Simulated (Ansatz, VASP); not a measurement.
## HfW9 in two plane-wave programs

Aim: how closely do two programs agree when they are given the same cell, functional and k mesh?

Main program and level: Ansatz 0.2.0; plane waves, with VASP 6.6.1 beside it; single point at PBEsol.

**1. The starting structure**

The cell holds 20 atoms: 2 Hf and 18 W. Cell: a = 6.340 Å, b = 5.491 Å, c = 22.966 Å, α = 90.0°, β = 90.0°, γ = 54.7°. It derives from W. As first built, before any earlier steps moved the atoms: kind: overlayer; added: Hf; how: quarter in the top layer, both faces;. Regions: layer 1, 4 atoms (3 W and 1 Hf); layer 2, 4 atoms (4 W); layer 3, 4 atoms (4 W); other layers, 8 atoms (7 W and 1 Hf). Vacuum lies along c.

**2. Ansatz: single point, PBEsol**

Ansatz runs on its default PAW (the set named soft_2) files.

A single point gives forces, pressure and levels at one fixed geometry, so differences don't come from the geometry; what else differs is listed under the comparison.

Contents of input.yaml:

```yaml
crystal:
  lattice:
    - [6.34, 0.0, 0.0]
    - [3.17, 4.4830569927, 0.0]
    - [0.0, 0.0, 22.9661139854]
  atoms:
    - { symbol: Hf, position: [0.0, 0.0, 0.702427677] }
    - { symbol: Hf, position: [0.0, 0.0, 0.297572323] }
    - { symbol: W, position: [0.5, 0.0, 0.687419175] }
    - { symbol: W, position: [0.0, 0.5, 0.688120556] }
    - { symbol: W, position: [0.5, 0.5, 0.688120556] }
    - { symbol: W, position: [0.7544174564, 0.4911650871, 0.596958229] }
    - { symbol: W, position: [0.2455825436, 0.5088349129, 0.596958229] }
    - { symbol: W, position: [0.7489008457, 0.0, 0.5953683832] }
    - { symbol: W, position: [0.2510991543, 0.0, 0.5953683832] }
    - { symbol: W, position: [0.0, 0.0, 0.5] }
    - { symbol: W, position: [0.5, 0.0, 0.5] }
    - { symbol: W, position: [0.0, 0.5, 0.5] }
    - { symbol: W, position: [0.5, 0.5, 0.5] }
    - { symbol: W, position: [0.7544174564, 0.4911650871, 0.403041771] }
    - { symbol: W, position: [0.2455825436, 0.5088349129, 0.403041771] }
    - { symbol: W, position: [0.7489008457, 0.0, 0.4046316168] }
    - { symbol: W, position: [0.2510991543, 0.0, 0.4046316168] }
    - { symbol: W, position: [0.5, 0.0, 0.312580825] }
    - { symbol: W, position: [0.0, 0.5, 0.311879444] }
    - { symbol: W, position: [0.5, 0.5, 0.311879444] }
hamiltonian:
  xc: pbesol
  pseudopotentials: { kind: paw }
kpoints:
  mp_grid: { grid: [5, 5, 1] }
scf:
  occupations: { method: gaussian, width: 0.1 }
  n_extra_bands: 9
output:
  forces: true
  eigenvalues: true
```

Run with:

```bash
$ ansatz run input.yaml --threads 8 --pin off --max-ram 18432MiB --backend cpu --events-out ev --progress --plain --runs-dir out
```

Numbers of over 12 decimals in the logs are rounded to 6 here.

Log:

```text
scf.n_extra_bands = 9 over 152 filled bands (N_el = 304.0): the run solves 161 bands
Engine: ansatz 0.2.0, aarch64-unknown-linux-gnu
Pseudopotentials: kind: paw
Pseudopotential: Hf, paw, valence charge 26, recommended cutoff 420 eV (normal), Hf.paw.azcp
Pseudopotential: W, paw, valence charge 14, recommended cutoff 420 eV (normal), W.paw.azcp
Functional definition: PBEsol
  exchange = pbesol_x
  correlation = pbesol_c
Crystal: 20 atoms, lattice volume = 652.756 Å³
Basis set: ecut = 420 eV, 12717 PW (Γ), exchange–correlation on 90×80×320 points (8 copies of the dense FFT grid, shifted against one another)
Bands: 161, of which v1, the nominal top of the filled ones, is band 152 counted from 1 (151 counted from 0)
Symmetry: 8 space group operations
Space group: Cmmm (ITA 65), of the structure as read, at distance tolerance 8.7e-5 Å
k-points: 9 of 25
Non-local potential: Hf, projectors of the file, l = 0: 3, l = 1: 2, l = 2: 2, l = 3: 3
Non-local potential: W, projectors of the file, l = 0: 3, l = 1: 2, l = 2: 2, l = 3: 1
PAW form: soft (Blöchl's): semilocal exchange-correlation on the pseudo side does not see the compensation charge
PAW frozen core: Hf, regenerated for the run's functional, and the local potential with it (the file was generated under x = pbe(κ = 0.804, μ = 0.219515), c = pbe(β = 0.066725))
PAW frozen core: W, regenerated for the run's functional, and the local potential with it (the file was generated under x = pbe(κ = 0.804, μ = 0.219515), c = pbe(β = 0.066725))
PAW one-centre angular grid: Hf, 590 points (default); XC on 64 Gauss nodes
PAW one-centre angular grid: W, 590 points (default); XC on 64 Gauss nodes
Initial density: superposition of atomic densities (neutral atoms: chi_scale 0, normalization atom), corrected by the library's trained network
Initial wavefunctions: pseudopotential atomic-orbital guess
Functional: x = pbesol(κ = 0.804, μ = 0.123457), c = pbesol(β = 0.046)
SCF iter   1: F=—  HF=-215803.532650 eV  |F-HF|=—  |Δ(HF+E_count)|=         —  Δρ=5.51e-3  dr2=8.40e-1  ethr=1.77e-3  ⟨swp⟩=8.8  Hψ=7333  notcnv=0
preconditioner: auto → LDOS  [metal: Δε(μ)=0.018 eV  Ē_g=5.438 eV  σ=0.100 eV  W_gap=0.10  n_scr=144 (ndim 8)  ℏωp=17.4 eV  f_vac=0.449  D(μ)=19.52/eV (n_scr^D=124)  β→1.0]
SCF iter   2: F=—  HF=-215803.497622 eV  |F-HF|=—  |Δ(HF+E_count)|=   3.50e-2  Δρ=2.43e-3  dr2=6.53e-2  ethr=2.76e-4  ⟨swp⟩=2.0  Hψ=2096  notcnv=0  defer=5
SCF iter   3: F=—  HF=-215803.492540 eV  |F-HF|=—  |Δ(HF+E_count)|=   5.08e-3  Δρ=1.15e-3  dr2=2.39e-2  ethr=2.15e-5  ⟨swp⟩=2.7  Hψ=2295  notcnv=0  defer=5
SCF iter   4: F=—  HF=-215803.490191 eV  |F-HF|=—  |Δ(HF+E_count)|=   2.35e-3  Δρ=2.86e-4  dr2=1.62e-3  ethr=7.86e-6  ⟨swp⟩=2.3  Hψ=1930  notcnv=0  defer=5
SCF iter   5: F=—  HF=-215803.490108 eV  |F-HF|=—  |Δ(HF+E_count)|=   8.36e-5  Δρ=8.94e-5  dr2=1.26e-4  ethr=5.33e-7  ⟨swp⟩=2.4  Hψ=2194  notcnv=0  defer=5
SCF iter   6: F=—  HF=-215803.490105 eV  |F-HF|=—  |Δ(HF+E_count)|=   2.51e-6  Δρ=3.65e-5  dr2=1.35e-5  ethr=4.16e-8  ⟨swp⟩=2.9  Hψ=2922  notcnv=0  defer=5
SCF iter   7: F=—  HF=-215803.490275 eV  |F-HF|=—  |Δ(HF+E_count)|=   1.70e-4  Δρ=1.55e-5  dr2=2.81e-6  ethr=4.43e-9  ⟨swp⟩=2.8  Hψ=2985  notcnv=0  defer=3
SCF iter   8: F=—  HF=-215803.490276 eV  |F-HF|=—  |Δ(HF+E_count)|=   5.14e-7  Δρ=4.61e-6  dr2=1.32e-7  ethr=9.23e-10  ⟨swp⟩=2.8  Hψ=2259  notcnv=0  defer=3
SCF iter   9: F=-215803.490276 eV  HF=-215803.490276 eV  |F-HF|=3.02e-8  |Δ(HF+E_count)|=   1.08e-7  Δρ=1.53e-6  dr2=3.98e-8  ethr=3.29e-11  ⟨swp⟩=12.0  Hψ=6423  notcnv=0
SCF 1 converged in 9 iterations: F = -215803.490276 eV  dr2 = 3.98e-8
  greatest PAW one-centre occupation: 1.000 electrons in one spin orbital (limit 2), on the W atom at site 17 (counted from 0), in its partial waves of l = 0
SCF converged after 9 iterations
Free energy (F): -215803.490276 eV
Harris-Foulkes:  -215803.490276 eV  (|F-HF|=3.02e-8)
Internal energy: -215803.394135 eV  (E = F + TS)
E sigma→0 (E₀):  -215803.442206 eV
Entropy (-TS):   -0.096141 eV (-4.807 meV/atom)
Fermi energy:    8.923469 eV
--- Per-component energies (eV) ---
  E_band       = -5351.086709
  E_kinetic    = 8952.139199
  E_local      = -308674.109572  (includes V_loc(G=0)·N_el)
  E_nonlocal   = -2407.834657
  E_hartree    = 150525.148956
  E_xc         = -5361.242352
  E_vxc        = -4816.900095  (∫ρ·V_xc dr)
  E_paw        = -165467.218939  (= ΣΔE_a)
  E_vpaw       = 545.299720  (= ΣTr[D̂ρ^β])
  E_aug_tail   = -0.001115  (compensation charges beyond the density's cutoff)
  E_ewald      = 106623.229903
  E_core_change = 6.494442  (= ΣΔE_core)
  E_smearing   = -0.096141  (= −TS)
  E_closure    = -0.000000  (closes the sum)
  Σ components = -215803.490276   (vs F -215803.490276, Δ=0.00e0)
--- Forces (eV/Å), atoms counted from 1 ---
  atom   1  Hf     0.00000000     0.00000000    -0.06494924
  atom   2  Hf    -0.00000000    -0.00000000     0.06494924
  atom   3  W     -0.00000000     0.00000000     0.43016906
  atom   4  W     -0.00000000    -0.00000000     0.20332008
  atom   5  W     -0.00000000     0.00000000     0.20332008
  atom   6  W      0.00000000     0.17556325    -0.12279694
  atom   7  W      0.00000000    -0.17556325    -0.12279694
  atom   8  W      0.03837843    -0.00000000     0.03091407
  atom   9  W     -0.03837843     0.00000000     0.03091407
  atom  10  W      0.00000000     0.00000000     0.00000000
  atom  11  W     -0.00000000     0.00000000     0.00000000
  atom  12  W      0.00000000     0.00000000     0.00000000
  atom  13  W      0.00000000     0.00000000     0.00000000
  atom  14  W     -0.00000000     0.17556325     0.12279694
  atom  15  W     -0.00000000    -0.17556325     0.12279694
  atom  16  W      0.03837843    -0.00000000    -0.03091407
  atom  17  W     -0.03837843     0.00000000    -0.03091407
  atom  18  W      0.00000000    -0.00000000    -0.43016906
  atom  19  W      0.00000000     0.00000000    -0.20332008
  atom  20  W      0.00000000    -0.00000000    -0.20332008
  max |Σ_I F_I| component: 2.78e-17 eV/Å
--- Band table (eV; the first three rows and the last of 9) ---
  k-point 0: bands = [... 148 lower, 9.2099, 9.5651, 9.5898, 9.6413, 9.7164, 10.0246, 10.1530, 10.2202, ... 5 higher]
  k-point 1: bands = [... 148 lower, 8.9665, 8.9978, 9.0353, 9.0795, 9.3287, 9.3966, 9.5035, 9.5432, ... 5 higher]
  k-point 2: bands = [... 148 lower, 8.2744, 8.4072, 8.5275, 8.5387, 8.5726, 8.9244, 8.9952, 9.0042, ... 5 higher]
  k-point 8: bands = [... 148 lower, 7.8972, 8.1117, 8.2047, 8.3972, 8.9024, 8.9310, 9.3489, 9.3747, ... 5 higher]
```

Run time: 18 s. Hardware: 8 threads of Arm Neoverse N1, shared host; peak memory 4.3 GiB; 2.3 min of CPU time.

(Part 1 of 2 ends here.)

[Lines on the potential files, build, host, timing and source positions are cut from VASP's logs without a mark.]

[Logs are printed without paths, hosts, clocks, repeated set-up lines and the standing remarks that a program may print on its own settings, such as how far it seeks lower states.]

[Hosts, paths, dates, database ids (printed as entryN), source tags and the programs' standing remarks are cut or masked in the printed files.]
